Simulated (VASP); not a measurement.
Output of a VASP run:

OSZICAR:
```
...
DAV:  15    -0.118986665011E+02   -0.29038E-05   -0.21350E-06  1186   0.197E-02    0.224E-03
DAV:  16    -0.118986689068E+02   -0.24057E-05   -0.98630E-08   589   0.478E-03    0.165E-03
DAV:  17    -0.118986688899E+02    0.16860E-07   -0.21137E-07   499   0.553E-03
   1 F= -.11898669E+02 E0= -.11898669E+02  d E =-.118987E+02
       N       E                     dE             d eps       ncg     rms          rms(c)
DAV:   1    -0.119491197255E+02   -0.50451E-01   -0.91683E-01   853   0.103E+01    0.171E+00
DAV:   2    -0.119038744498E+02    0.45245E-01   -0.21154E-01   865   0.401E+00    0.366E-01
DAV:   3    -0.119044815868E+02   -0.60714E-03   -0.36983E-03   855   0.863E-01    0.179E-01
DAV:   4    -0.119008155208E+02    0.36661E-02   -0.19850E-03   846   0.645E-01    0.431E-02
DAV:   5    -0.119040490182E+02   -0.32335E-02   -0.10019E-03   846   0.461E-01    0.444E-03
DAV:   6    -0.119040003972E+02    0.48621E-04   -0.52478E-05   886   0.114E-01    0.506E-03
DAV:   7    -0.119040398199E+02   -0.39423E-04   -0.90598E-06   859   0.386E-02    0.197E-03
DAV:   8    -0.119040308043E+02    0.90157E-05   -0.16248E-06  1137   0.178E-02    0.855E-04
DAV:   9    -0.119040370747E+02   -0.62705E-05   -0.34893E-07   849   0.908E-03    0.228E-04
DAV:  10    -0.119040360927E+02    0.98207E-06   -0.19984E-08   424   0.195E-03
   2 F= -.11904036E+02 E0= -.11904036E+02  d E =-.536720E-02
       N       E                     dE             d eps       ncg     rms          rms(c)
DAV:   1    -0.119167070997E+02   -0.12670E-01   -0.23708E-01   855   0.523E+00    0.869E-01
DAV:   2    -0.119052236332E+02    0.11483E-01   -0.55319E-02   867   0.204E+00    0.187E-01
DAV:   3    -0.119052607731E+02   -0.37140E-04   -0.10091E-03   994   0.451E-01    0.895E-02
DAV:   4    -0.119043869732E+02    0.87380E-03   -0.40408E-04   846   0.301E-01    0.207E-02
DAV:   5    -0.119050962974E+02   -0.70932E-03   -0.20599E-04   872   0.210E-01    0.308E-03
DAV:   6    -0.119050647689E+02    0.31529E-04   -0.17891E-05   875   0.593E-02    0.281E-03
DAV:   7    -0.119050785672E+02   -0.13798E-04   -0.15797E-06   883   0.157E-02    0.952E-04
DAV:   8    -0.119050748649E+02    0.37023E-05   -0.23545E-07  1052   0.753E-03    0.471E-04
DAV:   9    -0.119050793444E+02   -0.44795E-05   -0.11802E-07   535   0.548E-03    0.135E-04
DAV:  10    -0.119050788610E+02    0.48336E-06   -0.60941E-09   423   0.956E-04
   3 F= -.11905079E+02 E0= -.11905079E+02  d E =-.640997E-02
       N       E                     dE             d eps       ncg     rms          rms(c)
DAV:   1    -0.119062519470E+02   -0.11726E-02   -0.22718E-02   855   0.162E+00    0.269E-01
DAV:   2    -0.119051494567E+02    0.11025E-02   -0.52764E-03   868   0.631E-01    0.581E-02
DAV:   3    -0.119051970926E+02   -0.47636E-04   -0.98496E-05   995   0.141E-01    0.275E-02
DAV:   4    -0.119050412485E+02    0.15584E-03   -0.38287E-05   846   0.931E-02    0.655E-03
DAV:   5    -0.119051603594E+02   -0.11911E-03   -0.19541E-05   856   0.645E-02    0.113E-03
DAV:   6    -0.119051474891E+02    0.12870E-04   -0.16889E-06   874   0.184E-02    0.818E-04
DAV:   7    -0.119051514203E+02   -0.39311E-05   -0.14564E-07   472   0.491E-03    0.281E-04
DAV:   8    -0.119051502470E+02    0.11733E-05   -0.22462E-08   423   0.232E-03    0.141E-04
DAV:   9    -0.119051515219E+02   -0.12749E-05   -0.13195E-08   423   0.169E-03    0.406E-05
DAV:  10    -0.119051513981E+02    0.12385E-06   -0.74667E-10   423   0.342E-04
   4 F= -.11905151E+02 E0= -.11905151E+02  d E =-.648251E-02
```

**OUTCAR**
```
------------------------ aborting loop because EDIFF is reached ----------------------------------------
  FORCE on cell =-STRESS in cart. coord.  units (eV):
  Direction    XX          YY          ZZ          XY          YZ          ZX
  --------------------------------------------------------------------------------------
  Total        0.0002957      0.0002957      0.0002957      0.0000000     -0.0000000      0.0000000
  in kB        0.0300767      0.0300767      0.0300767      0.0000000     -0.0000000      0.0000000
  external PRESSURE =       0.0300767 kB  Pullay stress =       0.0000000 kB
  volume of cell :       15.75
      direct lattice vectors                 reciprocal lattice vectors
     0.000000000  1.989674812  1.989674812    -0.251297346  0.251297346  0.251297346
     1.989674812 -0.000000000  1.989674812     0.251297346 -0.251297346  0.251297346
     1.989674812  1.989674812 -0.000000000     0.251297346  0.251297346 -0.251297346
  FREE ENERGIE OF THE ION-ELECTRON SYSTEM (eV)
  ---------------------------------------------------
  free  energy   TOTEN  =       -11.9051513981 eV

  energy  without entropy=      -11.9051513981  energy(sigma->0) =      -11.90515140

 reached required accuracy - stopping structural energy minimisation
```
(Selected blocks of OUTCAR.)

### POSCAR
```
LiF
1
    0.0000000000     2.0150000000     2.0150000000
    2.0150000000     0.0000000000     2.0150000000
    2.0150000000     2.0150000000     0.0000000000
Li F
1 1
Direct
  0.0000000000   0.0000000000   0.0000000000
  0.5000000000   0.5000000000   0.5000000000
```

Problem. Write an INCAR and KPOINTS that could have produced this output.

Solution. One answer among several that fit: the input of the run itself, r2SCAN meta-GGA, plane waves, VASP's PBE PAW potentials (set 64).

**KPOINTS**
```
Automatic
0
gamma
  10 10 10
```

### INCAR
```
! general
SYSTEM  = LiF
PREC    = Accurate
ENCUT   = 520   ! plane-wave cut-off (eV)
LREAL   = .FALSE.   ! projection in real space or not
LASPH   = .TRUE.   ! aspherical one-centre terms

! electronic loop
EDIFF   = 1E-6   ! SCF stop (eV)
NELM    = 100   ! most electronic steps
ALGO    = Normal   ! blocked Davidson
LMIXTAU = .TRUE.

! smearing
ISMEAR  = 0   ! Gaussian
SIGMA   = 0.05   ! width (eV)

! functional
METAGGA = R2SCAN

! ions
IBRION  = 2   ! conjugate gradients
NSW     = 60
ISIF    = 3
EDIFFG  = -0.01

! output
LWAVE   = .FALSE.
LCHARG  = .FALSE.
```

POTCAR, in this order: Li_sv F (PBE.64 set). Program: vasp_std.

Energy and stress use the plane-wave basis of the starting cell.

The compound is LiF in the rock salt structure. This run relaxes it. Symmetry was kept, so distortions that lower it aren't found.
